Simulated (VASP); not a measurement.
```yaml
crystal:
  lattice:
    - [3.86446, 0.00000, 0.00000]
    - [0.00000, 3.86446, 0.00000]
    - [0.00000, 0.00000, 3.86446]
  atoms:
    - { symbol: Sr, position: [0.00000, 0.00000, 0.00000] }
    - { symbol: Ti, position: [0.50000, 0.50000, 0.50000] }
    - { symbol: O, position: [0.50000, 0.00000, 0.50000] }
    - { symbol: O, position: [0.00000, 0.50000, 0.50000] }
    - { symbol: O, position: [0.50000, 0.50000, 0.00000] }
```

These are r2SCAN+rVV10, VASP's PBE PAW potentials (set 64) (plane waves; VASP) values and carry that method's errors. Run with 520 eV cut-off, 6×6×6 Γ-centred mesh, Gaussian smearing of 0.050 eV, potentials Sr_sv Ti_sv O.

Question: What does the run give for the energy per atom (σ→0), pressure, band gap (on the k-mesh) with the smallest direct gap where there is one?

Answer: 
band gap (on the k-mesh): 2.34 eV
smallest direct gap (on the k-mesh): 2.70 eV
energy per atom (σ→0): -12.467 eV/atom
pressure: 6.28 GPa

Total energies compare only between runs with the same potentials, cut-off and functional.

The compound is SrTiO3 in the cubic perovskite structure, the ideal cubic form; the compound distorts at low or room temperature. This cell is one point of a volume scan, at 0.97 of the reference volume.
